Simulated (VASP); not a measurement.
**A VASP study of OsRh (LAK): structure first, properties next**

Wanted: the relaxed cell of OsRh and its properties. The steps: rough relaxation of the start cell, full relaxation (LAK), single point with fields (LAK), band structure (LAK), density of states (LAK), bands along the symmetry lines (LAK + SOC), volume scan with LAK, fit for LAK and total and projected DOS (LAK), changed input. The cell is invented: it takes the structure of a Materials Project entry for PtRh (space group 166 there), with some of its atoms replaced by other elements, volume scaled by an estimate. It may not be a known or stable phase. Left out of this account: 1 further run (core levels: core levels are not valid at this level).

Program: VASP 6.6.1. Level of theory: LAK; plane waves and PAW (Os, Rh_pv), in the first sound run; inputs show where later runs differ. Results are calculated unless marked as measured.

Most raw output is cut from this account.

## Step 1: The starting structure

Before any relaxation, the start is as follows. The structure is trigonal, space group R-3m (No. 166). Conventional cell: a = 2.730 Å, b = 2.730 Å, c = 13.376 Å, α = 90.00°, β = 90.00°, γ = 120.00°. Nearest to Os lie 6 Os at 2.73 Å and 6 Rh at 2.73 Å. Rh has 6 Rh at 2.73 Å and 6 Os at 2.73 Å nearest. It derives from PtRh. it takes the structure of a Materials Project entry for PtRh (space group 166 there), with some of its atoms replaced by other elements, volume scaled by an estimate. Farther neighbours are not listed.

Structure file:

```cif
data_structure
_symmetry_space_group_name_H-M 'R-3m:H'
_symmetry_Int_Tables_number 166
_cell_length_a 2.7298
_cell_length_b 2.7298
_cell_length_c 13.3764
_cell_angle_alpha 90.000
_cell_angle_beta 90.000
_cell_angle_gamma 120.000
_cell_volume 86.33
loop_
_atom_site_label
_atom_site_type_symbol
_atom_site_symmetry_multiplicity
_atom_site_Wyckoff_symbol
_atom_site_fract_x
_atom_site_fract_y
_atom_site_fract_z
_atom_site_occupancy
Os1 Os 3 a 0.00000 0.00000 0.00000 1
Rh1 Rh 3 b 0.66667 0.33333 0.83333 1
```

## Step 2: Rough relaxation of the start cell

The start is only an estimate, so a cheap relaxation brings it near a minimum before any careful run. LAK is a meta-GGA built to open gaps without exact exchange.

Input file INCAR:

```
SYSTEM = OsRh
PREC = Normal
ENCUT = 400
EDIFF = 1E-05
NELM = 60
ISMEAR = 1
SIGMA = 0.2
LREAL = .FALSE.
ALGO = Normal
METAGGA = LAK
LASPH = .TRUE.
NBANDS = 17
LORBIT = 11
LWAVE = .FALSE.
LCHARG = .FALSE.
IBRION = 2
NSW = 40
ISIF = 3
EDIFFG = -0.04
```

Input file POSCAR:

```
OsRh
1.0
    1.3649200000      0.7880370000      4.4587930000
   -1.3649200000      0.7880370000      4.4587930000
    0.0000000000     -1.5760740000      4.4587930000
Os Rh
1 1
Direct
    0.0000000000      0.0000000000      0.0000000000
    0.5000000000      0.5000000000      0.5000000000
```

Input file KPOINTS:

```
Automatic mesh
0
Gamma
7 7 7
0 0 0
```

Potentials, in the order of the species: Os and Rh_pv (PBE family, release 64).

The run is started by

```bash
> mpirun -np 1 vasp_std
```

The job ended after 91 s (1 MPI rank of Intel Xeon 6975P-C (Granite Rapids), shared host; peak memory 0.15 GiB).

This run has no spin polarisation. Its electron count is odd, so without a moment it is a metal by construction. The k-mesh is coarse for a metal. This relaxation is a rough one on cheap settings, only to bring the start near its minimum. The PAW data sets were made with PBE, which is usual practice but a small mismatch for other functionals. The run keeps the 12 symmetry operations of its start, so it cannot find a distortion of lower symmetry.

Step by step:

| step | energy less that of the first step (eV) | largest force (eV/Å) | pressure (GPa) | volume (Å³) |
| --- | --- | --- | --- | --- |
| 1 | 0.0000 | 0.0000 | -1.73 | 28.78 |
| 2 | 0.0080 | 0.0000 | 6.00 | 28.12 |
| 3 | -0.0087 | 0.0000 | 1.28 | 28.50 |
| 4 | -0.0066 | 0.0000 | -2.54 | 28.85 |
| 5 | -0.0093 | 0.0000 | 0.01 | 28.61 |

| conventional cell, symmetrised | before | after | change |
| --- | --- | --- | --- |
| a (Å) | 2.730 | 2.709 | -0.8 % |
| b (Å) | 2.730 | 2.709 | -0.8 % |
| c (Å) | 13.376 | 13.507 | +1.0 % |
| volume (Å³/atom) | 14.39 | 14.30 | -0.6 % |

Final coordinates:

```cif
data_structure
_symmetry_space_group_name_H-M 'P 1'
_symmetry_Int_Tables_number 1
_cell_length_a 4.7661
_cell_length_b 4.7661
_cell_length_c 4.7661
_cell_angle_alpha 33.018
_cell_angle_beta 33.018
_cell_angle_gamma 33.018
_cell_volume 28.61
loop_
_atom_site_label
_atom_site_type_symbol
_atom_site_fract_x
_atom_site_fract_y
_atom_site_fract_z
_atom_site_occupancy
Os1 Os 0.00000 0.00000 0.00000 1
Rh2 Rh 0.50000 0.50000 0.50000 1
```

This step gave:

| Quantity | Value |
| --- | --- |
| electrons | 23 |
| bands | 17 |
| irreducible k-points | 44 |
| symmetry operations | 12 |
| free energy (TOTEN) | 71.1662 eV |
| energy at zero smearing | 71.1654 eV |
| Fermi energy | 10.34 eV |
| pressure | 0.01050 GPa |
| metallic | yes |
| SCF cycles over all ionic steps | 47 |

It ends with forces that vanish by symmetry and a pressure of 0.01 GPa.

## Step 3: Full relaxation (LAK)

Properties are meant for the cell that this level of theory prefers, so cell and atoms are relaxed first (ISIF = 3) until forces and stress are small; EDIFFG sets the threshold.

Input file INCAR:

```
SYSTEM = OsRh
PREC = Accurate
ENCUT = 400
EDIFF = 1E-06
NELM = 100
ISMEAR = 1
SIGMA = 0.2
LREAL = .FALSE.
ALGO = Normal
METAGGA = LAK
LASPH = .TRUE.
NBANDS = 17
LORBIT = 11
LWAVE = .FALSE.
LCHARG = .FALSE.
IBRION = 2
NSW = 60
ISIF = 3
EDIFFG = -0.01
```

Input file POSCAR:

```
OsRh
1.0
    1.3543739580      0.7819482381      4.5022417251
   -1.3543739580      0.7819482381      4.5022417251
    0.0000000000     -1.5638964763      4.5022417251
Os Rh
1 1
Direct
    0.0000000000      0.0000000000      0.0000000000
    0.5000000000      0.5000000000      0.5000000000
```

Input file KPOINTS:

```
Automatic mesh
0
Gamma
11 11 11
0 0 0
```

The run is started by

```bash
> mpirun -np 1 vasp_std
```

Wall time 9 min (1 MPI rank); peak memory 0.23 GiB.

Relaxation path:

| step | energy less that of the first step (eV) | largest force (eV/Å) | pressure (GPa) | volume (Å³) |
| --- | --- | --- | --- | --- |
| 1 | 0.0000 | 0.0000 | 0.02 | 28.61 |
| 2 | 0.0013 | 0.0000 | -0.20 | 28.61 |
| 3 | -0.0033 | 0.0000 | -0.13 | 28.61 |
| 4 | -0.0033 | 0.0000 | -0.15 | 28.61 |
| 5 | -0.0033 | 0.0000 | 0.48 | 28.56 |
| 6 | -0.0033 | 0.0000 | 0.09 | 28.59 |
| 7 | -0.0033 | 0.0000 | 0.02 | 28.60 |

| conventional cell, symmetrised | before | after | change |
| --- | --- | --- | --- |
| a (Å) | 2.709 | 2.718 | +0.3 % |
| b (Å) | 2.709 | 2.718 | +0.3 % |
| c (Å) | 13.507 | 13.409 | -0.7 % |
| volume (Å³/atom) | 14.30 | 14.30 | -0.0 % |

Final coordinates:

```xyz
2
Lattice="1.3591 0.7847 4.4697 -1.3591 0.7847 4.4697 0.0000 -1.5693 4.4697" Properties=species:S:1:pos:R:3 pbc="T T T"
Os    0.0000    0.0000    0.0000
Rh    0.0000    0.0000    6.7046
```

Numbers from this step:

| Quantity | Value |
| --- | --- |
| irreducible k-points | 146 |
| free energy (TOTEN) | 71.1869 eV |
| energy at zero smearing | 71.1853 eV |
| Fermi energy | 10.25 eV |
| pressure | 0.01692 GPa |
| SCF cycles over all ionic steps | 56 |

It ends with forces that vanish by symmetry and a pressure of 0.02 GPa.

## Step 4: Single point with fields (LAK)

The relaxed cell gets a fresh self-consistent run, on a basis set for its own volume, to fix the density and to check the remaining stress.

Edit INCAR of step 3 so:

```diff
@@ -14,6 +14,5 @@
 LWAVE = .FALSE.
-LCHARG = .FALSE.
-IBRION = 2
-NSW = 60
-ISIF = 3
-EDIFFG = -0.01
+LCHARG = .TRUE.
+ISIF = 2
+LELF = .TRUE.
+LVHAR = .TRUE.
```

Input file POSCAR:

```
OsRh
1.0
    1.3590631871      0.7846555665      4.4697103022
   -1.3590631871      0.7846555665      4.4697103022
    0.0000000000     -1.5693111331      4.4697103022
Os Rh
1 1
Direct
    0.0000000000      0.0000000000      0.0000000000
    0.5000000000      0.5000000000      0.5000000000
```

KPOINTS is that of step 3.

The run is started by

```bash
> mpirun -np 1 vasp_std
```

It took 2 min on 1 MPI rank; peak memory 0.22 GiB.

Numbers from this step:

```
SCF cycles : 14
pressure   : -0.05487 GPa
```

Valence electrons inside each PAW sphere by angular momentum. Sphere charges, by row:

| atom | s (e) | p (e) | d (e) | tot (e) |
| --- | --- | --- | --- | --- |
| Os1 | 0.671 | 0.691 | 5.913 | 7.275 |
| Rh2 | 0.388 | 6.314 | 7.091 | 13.79 |

ELF in the ac plane of the conventional cell at fractional y = 0.000, with atoms of Os and Rh within 0.2 Å of it. It is the smooth field of the valence electrons, not physical close to the nuclei.

Values, 24 rows by 16 columns, each cell a mean:
```
0.04 0.04 0.06 0.11 0.21 0.29 0.34 0.39 0.42 0.39 0.34 0.29 0.21 0.11 0.06 0.04
0.26 0.27 0.28 0.31 0.32 0.31 0.31 0.32 0.32 0.32 0.31 0.31 0.32 0.31 0.28 0.27
0.34 0.34 0.32 0.30 0.27 0.26 0.26 0.26 0.27 0.26 0.26 0.26 0.27 0.30 0.32 0.34
0.29 0.27 0.24 0.22 0.24 0.28 0.33 0.37 0.38 0.37 0.33 0.28 0.24 0.22 0.24 0.27
0.21 0.21 0.20 0.20 0.23 0.27 0.30 0.31 0.31 0.31 0.30 0.27 0.23 0.20 0.20 0.21
0.17 0.18 0.19 0.22 0.24 0.26 0.29 0.29 0.31 0.29 0.29 0.26 0.24 0.22 0.19 0.18
0.28 0.29 0.29 0.29 0.30 0.31 0.31 0.31 0.31 0.31 0.31 0.31 0.30 0.29 0.29 0.29
0.41 0.40 0.37 0.35 0.35 0.33 0.28 0.24 0.22 0.24 0.28 0.33 0.35 0.35 0.37 0.40
0.42 0.41 0.38 0.35 0.33 0.32 0.30 0.28 0.27 0.28 0.30 0.32 0.33 0.35 0.38 0.41
0.29 0.30 0.30 0.32 0.32 0.31 0.31 0.29 0.29 0.29 0.31 0.31 0.32 0.32 0.30 0.30
0.30 0.31 0.33 0.33 0.31 0.26 0.25 0.26 0.27 0.26 0.25 0.26 0.31 0.33 0.33 0.31
0.09 0.11 0.22 0.38 0.40 0.33 0.25 0.23 0.25 0.23 0.25 0.33 0.40 0.38 0.22 0.11
0.18 0.20 0.31 0.39 0.38 0.31 0.24 0.23 0.25 0.23 0.24 0.31 0.38 0.39 0.31 0.20
0.27 0.28 0.29 0.30 0.29 0.27 0.27 0.28 0.28 0.28 0.27 0.27 0.29 0.30 0.29 0.28
0.34 0.35 0.34 0.34 0.32 0.31 0.30 0.29 0.29 0.29 0.30 0.31 0.32 0.34 0.34 0.35
0.43 0.41 0.38 0.35 0.34 0.32 0.29 0.26 0.25 0.26 0.29 0.32 0.34 0.35 0.38 0.41
0.38 0.37 0.35 0.34 0.34 0.32 0.29 0.25 0.24 0.25 0.29 0.32 0.34 0.34 0.35 0.37
0.24 0.24 0.25 0.27 0.29 0.30 0.33 0.33 0.34 0.33 0.33 0.30 0.29 0.27 0.25 0.24
0.17 0.18 0.19 0.20 0.22 0.25 0.27 0.28 0.29 0.28 0.27 0.25 0.22 0.20 0.19 0.18
0.23 0.23 0.21 0.21 0.24 0.29 0.32 0.34 0.34 0.34 0.32 0.29 0.24 0.21 0.21 0.23
0.31 0.30 0.26 0.23 0.23 0.26 0.31 0.35 0.36 0.35 0.31 0.26 0.23 0.23 0.26 0.30
0.34 0.34 0.34 0.33 0.30 0.28 0.27 0.25 0.25 0.25 0.27 0.28 0.30 0.33 0.34 0.34
0.18 0.20 0.22 0.26 0.29 0.31 0.32 0.35 0.36 0.35 0.32 0.31 0.29 0.26 0.22 0.20
0.04 0.01 0.02 0.07 0.17 0.29 0.35 0.40 0.44 0.40 0.35 0.29 0.17 0.07 0.02 0.01
```
Columns run along a (2.7 Å), rows up along c (13.4 Å), edges of the conventional cell, whose origin can differ from the input's. Atoms in or near the plane, at fractional coordinates: Os at (0.00, 0.00), Rh at (0.00, 0.50).

Electrostatic potential energy in the ac plane of the conventional cell at fractional y = 0.000, with atoms of Os and Rh within 0.2 Å of it. With pseudopotentials it is smooth inside the atoms' cores, unlike the true potential.

Ten even steps from '0' (-51 eV) to '9' (2 eV), each cell a mean:
```
2234568898865432
6677889999988776
9999998888899999
9999865434568999
9999876545678999
9999999888999999
9999988878889999
9998776555677899
9998876666678899
9999999888999999
3345789999987543
0000257999752000
0001368999863100
5567899999998765
9999988888889999
9998776656677899
9998876666678899
9999998888899999
9999998888899999
9999865434568999
9999876545678999
9999999999999999
5556789999987655
1123467898764321
```
Columns run along a (2.7 Å; values clipped at the 3rd and 97th percentile), rows up along c (13.4 Å), edges of the conventional cell, whose origin can differ from the input's. Atoms in or near the plane, at fractional coordinates: Os at (0.00, 0.00), Rh at (0.00, 0.50).

Valence density in the ac plane of the conventional cell at fractional y = 0.000, with atoms of Os and Rh within 0.2 Å of it. It is the smooth field of the valence electrons, not physical close to the nuclei.

Values in e/Å³, 24 rows by 16 columns, each cell a mean:
```
1.5 1.5 1.3 1.1 0.9 0.7 0.5 0.4 0.4 0.4 0.5 0.7 0.9 1.1 1.3 1.5
0.7 0.7 0.6 0.6 0.5 0.4 0.3 0.3 0.3 0.3 0.3 0.4 0.5 0.6 0.6 0.7
0.3 0.3 0.3 0.3 0.3 0.4 0.4 0.5 0.5 0.5 0.4 0.4 0.3 0.3 0.3 0.3
0.3 0.3 0.3 0.4 0.5 0.8 1.2 1.5 1.7 1.5 1.2 0.8 0.5 0.4 0.3 0.3
0.2 0.2 0.3 0.3 0.5 0.7 0.9 1.2 1.3 1.2 0.9 0.7 0.5 0.3 0.3 0.2
0.2 0.2 0.2 0.2 0.3 0.3 0.4 0.4 0.4 0.4 0.4 0.3 0.3 0.2 0.2 0.2
0.2 0.2 0.2 0.3 0.3 0.4 0.4 0.5 0.5 0.5 0.4 0.4 0.3 0.3 0.2 0.2
0.3 0.3 0.4 0.4 0.5 0.6 0.8 0.8 0.8 0.8 0.8 0.6 0.5 0.4 0.4 0.3
0.3 0.3 0.4 0.4 0.5 0.6 0.7 0.8 0.8 0.8 0.7 0.6 0.5 0.4 0.4 0.3
0.4 0.4 0.4 0.4 0.3 0.4 0.4 0.4 0.4 0.4 0.4 0.4 0.3 0.4 0.4 0.4
2.7 2.5 2.0 1.3 0.8 0.5 0.3 0.3 0.3 0.3 0.3 0.5 0.8 1.3 2.0 2.5
8.7 8.3 7.0 4.9 2.7 1.2 0.6 0.4 0.3 0.4 0.6 1.2 2.7 4.9 7.0 8.3
7.2 6.9 5.7 3.9 2.1 0.9 0.5 0.3 0.3 0.3 0.5 0.9 2.1 3.9 5.7 6.9
1.3 1.2 1.0 0.7 0.5 0.4 0.3 0.3 0.3 0.3 0.3 0.4 0.5 0.7 1.0 1.2
0.3 0.3 0.3 0.3 0.4 0.4 0.4 0.5 0.5 0.5 0.4 0.4 0.4 0.3 0.3 0.3
0.3 0.4 0.4 0.4 0.5 0.6 0.8 0.8 0.9 0.8 0.8 0.6 0.5 0.4 0.4 0.4
0.3 0.3 0.3 0.4 0.5 0.6 0.7 0.7 0.7 0.7 0.7 0.6 0.5 0.4 0.3 0.3
0.2 0.2 0.2 0.2 0.3 0.3 0.4 0.4 0.4 0.4 0.4 0.3 0.3 0.2 0.2 0.2
0.2 0.2 0.2 0.2 0.3 0.4 0.5 0.5 0.6 0.5 0.5 0.4 0.3 0.2 0.2 0.2
0.2 0.2 0.3 0.4 0.5 0.8 1.1 1.5 1.6 1.5 1.1 0.8 0.5 0.4 0.3 0.2
0.3 0.3 0.3 0.4 0.5 0.7 0.9 1.2 1.3 1.2 0.9 0.7 0.5 0.4 0.3 0.3
0.4 0.4 0.4 0.3 0.3 0.3 0.4 0.4 0.4 0.4 0.4 0.3 0.3 0.3 0.4 0.4
1.0 0.9 0.9 0.7 0.6 0.4 0.4 0.3 0.3 0.3 0.4 0.4 0.6 0.7 0.9 0.9
1.8 1.6 1.4 1.2 1.0 0.8 0.6 0.4 0.4 0.4 0.6 0.8 1.0 1.2 1.4 1.6
```
Columns run along a (2.7 Å), rows up along c (13.4 Å), edges of the conventional cell, whose origin can differ from the input's. Atoms in or near the plane, at fractional coordinates: Os at (0.00, 0.00), Rh at (0.00, 0.50).

In this run the pressure is -0.05 GPa, small enough to go on.

## Step 5: Band structure (LAK)

The mesh alone shows little of the dispersion and can miss band extrema, so KPOINTS_OPT adds a path through the symmetry points after the self-consistent cycle.

Input file INCAR:

```
SYSTEM = OsRh
PREC = Accurate
ENCUT = 400
EDIFF = 1E-06
NELM = 100
ISMEAR = 1
SIGMA = 0.2
LREAL = .FALSE.
ALGO = Normal
METAGGA = LAK
LASPH = .TRUE.
NBANDS = 23
LORBIT = 11
LWAVE = .FALSE.
LCHARG = .FALSE.
```

POSCAR is that of step 4.

KPOINTS is that of step 4.

Input file KPOINTS_OPT:

```
Line mode
16
Line-mode
Reciprocal
  0.00000000   0.00000000   0.00000000 GAMMA
  0.50000000   0.00000000   0.00000000 L

  0.50000000   0.00000000   0.00000000 L
  0.50000000   0.18721176  -0.18721176 B1

  0.81278824   0.50000000   0.18721176 B
  0.50000000   0.50000000   0.50000000 Z

  0.50000000   0.50000000   0.50000000 Z
  0.00000000   0.00000000   0.00000000 GAMMA

  0.00000000   0.00000000   0.00000000 GAMMA
  0.34360588   0.00000000  -0.34360588 X

  0.65639412   0.34360588   0.00000000 Q
  0.50000000   0.50000000   0.00000000 F

  0.50000000   0.50000000   0.00000000 F
  0.65639412   0.65639412   0.18721176 P1

  0.65639412   0.65639412   0.18721176 P1
  0.50000000   0.50000000   0.50000000 Z

  0.50000000   0.00000000   0.00000000 L
  0.81278824   0.34360588   0.34360588 P
```

The run is started by

```bash
> mpirun -np 1 vasp_std
```

Elapsed: 4 min, on 1 MPI rank; peak memory 0.25 GiB.

Spin-orbit coupling is off here; with elements this heavy it splits and shifts levels by tenths of an eV or more.

This step gave:

| Item | Value |
| --- | --- |
| SCF cycles | 15 |
| bands | 23 |
| pressure | 0.01933 GPa |

The electronic bands at the labelled points (eV, zero at the Fermi level; # counts the bands kept):

| point | #5 | #6 | #7 | #8 | #9 | #10 | #11 | #12 |
| --- | --- | --- | --- | --- | --- | --- | --- | --- |
| Γ | -3.21 | -3.05 | -3.05 | -0.76 | -0.76 | 0.16 | 1.60 | 1.60 |
| 0.47 of the way | -3.02 | -2.54 | -2.29 | -1.89 | -1.34 | 0.05 | 0.87 | 5.75 |
| L | -2.97 | -2.66 | -1.83 | -0.68 | 0.49 | 2.83 | 3.80 | 5.84 |
| 0.47 of the way | -3.87 | -3.87 | -1.27 | -0.70 | 0.55 | 0.97 | 5.95 | 6.12 |
| B1 | -3.04 | -3.03 | -1.33 | -1.14 | 0.62 | 1.37 | 6.95 | 7.28 |
| jump to B | -3.04 | -3.03 | -1.33 | -1.14 | 0.62 | 1.37 | 6.95 | 7.28 |
| 0.47 of the way | -3.44 | -3.14 | -1.67 | -0.81 | -0.45 | 0.81 | 1.73 | 2.31 |
| Z | -2.84 | -2.84 | -2.49 | -2.49 | -1.14 | -1.14 | 0.44 | 0.44 |
| 0.47 of the way | -3.04 | -2.76 | -2.76 | -1.83 | -0.98 | -0.98 | 1.01 | 1.01 |
| Γ | -3.21 | -3.05 | -3.05 | -0.76 | -0.76 | 0.16 | 1.60 | 1.60 |
| 0.47 of the way | -3.47 | -2.79 | -2.09 | -1.71 | -1.41 | 0.77 | 1.32 | 7.40 |
| X | -3.36 | -2.88 | -1.45 | -0.92 | 0.47 | 1.27 | 6.76 | 7.31 |
| jump to Q | -3.36 | -2.88 | -1.45 | -0.92 | 0.47 | 1.27 | 6.76 | 7.31 |
| 0.53 of the way | -2.85 | -1.61 | -0.55 | 0.50 | 0.84 | 1.87 | 3.96 | 6.05 |
| F | -3.22 | 0.27 | 0.45 | 0.96 | 1.55 | 2.10 | 2.85 | 2.89 |
| 0.53 of the way | -3.15 | -0.38 | 0.44 | 1.26 | 1.41 | 1.87 | 2.85 | 3.20 |
| P1 | -2.98 | -1.12 | 0.42 | 0.50 | 1.09 | 2.38 | 2.77 | 3.66 |
| 0.53 of the way | -3.16 | -2.64 | -2.05 | -1.69 | -0.79 | -0.20 | 0.85 | 1.87 |
| Z | -2.84 | -2.84 | -2.49 | -2.49 | -1.14 | -1.14 | 0.44 | 0.44 |
| jump to L | -2.97 | -2.66 | -1.83 | -0.68 | 0.49 | 2.83 | 3.80 | 5.84 |
| 0.53 of the way | -2.44 | -2.40 | -1.36 | 0.12 | 0.49 | 2.81 | 3.37 | 5.14 |
| P | -2.98 | -1.12 | 0.42 | 0.50 | 1.09 | 2.38 | 2.77 | 3.66 |

Of the projections kept (Os, Rh), the largest for each band there; the rest of the weight can lie on other orbitals:

| point | #5 | #6 | #7 | #8 | #9 | #10 | #11 | #12 |
| --- | --- | --- | --- | --- | --- | --- | --- | --- |
| Γ | Rh 0.58 | Os 0.52 | Os 0.52 | Rh 0.57 | Rh 0.57 | Os 0.64 | Os 0.73 | Os 0.73 |
| L | Rh 0.82 | Os 0.88 | Rh 0.98 | Os 0.98 | Rh 1.00 | Os 1.00 | Rh 0.55 | Os 0.73 |
| B1 | Rh 0.92 | Os 0.96 | Rh 0.60 | Os 0.56 | Rh 0.70 | Os 0.68 | Os 0.70 | Rh 0.67 |
| B | Rh 0.92 | Os 0.96 | Rh 0.60 | Os 0.56 | Rh 0.70 | Os 0.68 | Os 0.70 | Rh 0.67 |
| Z | Rh 1.00 | Rh 1.00 | Os 1.00 | Os 1.00 | Rh 1.00 | Rh 1.00 | Os 1.00 | Os 1.00 |
| Γ | Rh 0.58 | Os 0.52 | Os 0.52 | Rh 0.57 | Rh 0.57 | Os 0.64 | Os 0.73 | Os 0.73 |

There is no gap at this level.

## Step 6: Density of states (LAK)

Here the states are counted by energy and projected on the atoms. The mesh is finer than in the run before.

Edit INCAR of step 5 so:

```diff
@@ -5,3 +5,3 @@
 NELM = 100
-ISMEAR = 1
+ISMEAR = -5
 SIGMA = 0.2
@@ -15 +15,2 @@
 LCHARG = .FALSE.
+NEDOS = 2001
```

POSCAR is that of step 5.

Input file KPOINTS:

```
Automatic mesh
0
Gamma
17 17 17
0 0 0
```

The run is started by

```bash
> mpirun -np 1 vasp_std
```

Elapsed: 9 min, on 1 MPI rank; peak memory 0.35 GiB.

With tetrahedra the forces and stress of a metal are not exact derivatives of the energy.

This step gave:

```
SCF cycles             : 14
irreducible k-points   : 489
free energy (TOTEN)    : 71.1826 eV
Fermi energy           : 10.24 eV
pressure               : -3.53e-4 GPa
DOS at the Fermi level : 1.543 states/eV/cell
```

The density of states has structure finer than the step of the table below, so its rows give means over 0.5 eV, whole bins alone (the curve runs from -12.0 to 1.99 eV). Peaks (eV: height): total -5.41: 3.05, -2.90: 4.39, -1.79: 2.87, 0.47: 2.77; Rh d -2.90: 2.18, -2.69: 2.13, -1.75: 1.53, 0.47: 1.42; Os d -2.90: 1.38, -2.69: 1.43, 0.55: 1.37, 1.46: 1.34; Os s -7.17: 0.250, -2.94: 0.0522.

States under -12.0 eV and over 2.0 eV are left out. Table of density of states by energy, zero at the Fermi level; means over each step; values in states/eV/cell:

| energy (eV) | total | Rh d | Os d | Os s |
| --- | --- | --- | --- | --- |
| -10.5 | 0 | 0 | 0 | 0 |
| -10.0 | 0.0170 | 3.2e-4 | 5.4e-4 | 0.00962 |
| -9.5 | 0.0846 | 0.00165 | 0.00305 | 0.0470 |
| -9.0 | 0.145 | 0.00304 | 0.00750 | 0.0794 |
| -8.5 | 0.202 | 0.00539 | 0.0132 | 0.107 |
| -8.0 | 0.235 | 0.0101 | 0.0172 | 0.115 |
| -7.5 | 0.359 | 0.0329 | 0.0557 | 0.143 |
| -7.0 | 0.912 | 0.151 | 0.292 | 0.240 |
| -6.5 | 1.47 | 0.323 | 0.589 | 0.199 |
| -6.0 | 2.28 | 0.747 | 0.856 | 0.103 |
| -5.5 | 2.83 | 1.01 | 1.03 | 0.0554 |
| -5.0 | 2.05 | 0.794 | 0.777 | 0.0227 |
| -4.5 | 2.25 | 0.952 | 0.788 | 0.0156 |
| -4.0 | 2.28 | 0.996 | 0.834 | 0.0207 |
| -3.5 | 2.71 | 1.26 | 0.891 | 0.0356 |
| -3.0 | 3.52 | 1.73 | 1.09 | 0.0423 |
| -2.5 | 3.05 | 1.53 | 1.01 | 0.0269 |
| -2.0 | 2.24 | 1.14 | 0.702 | 0.0163 |
| -1.5 | 2.28 | 1.20 | 0.710 | 0.0186 |
| -1.0 | 2.15 | 0.997 | 0.854 | 0.0203 |
| -0.5 | 2.14 | 0.937 | 0.944 | 0.0160 |
| 0.0 | 1.64 | 0.757 | 0.719 | 0.00998 |
| 0.5 | 2.34 | 1.08 | 1.08 | 0.0113 |
| 1.0 | 2.18 | 0.886 | 1.13 | 0.0150 |
| 1.5 | 2.08 | 0.750 | 1.17 | 0.0168 |

The finer mesh and the other smearing move the Fermi level by -0.01 eV from the 11×11×11 run, a small shift, which tests the Fermi level alone. Of the states within 0.3 eV of the Fermi level, the largest shares in the PAW spheres are Rh d 46 % and Os d 44 %. The rest lies in smaller channels or between the spheres.

(Continued in part 2 of 2.)

[Lines on the potential files, build, host, timing and source positions are cut from VASP's logs without a mark.]

[Logs are printed without paths, hosts, clocks, repeated set-up lines and the standing remarks that a program may print on its own settings, such as how far it seeks lower states.]

[Hosts, paths, dates, database ids (printed as entryN), source tags and the programs' standing remarks are cut or masked in the printed files.]

[A measured line is paired with the nearest computed mode of its activity, which favours agreement.]
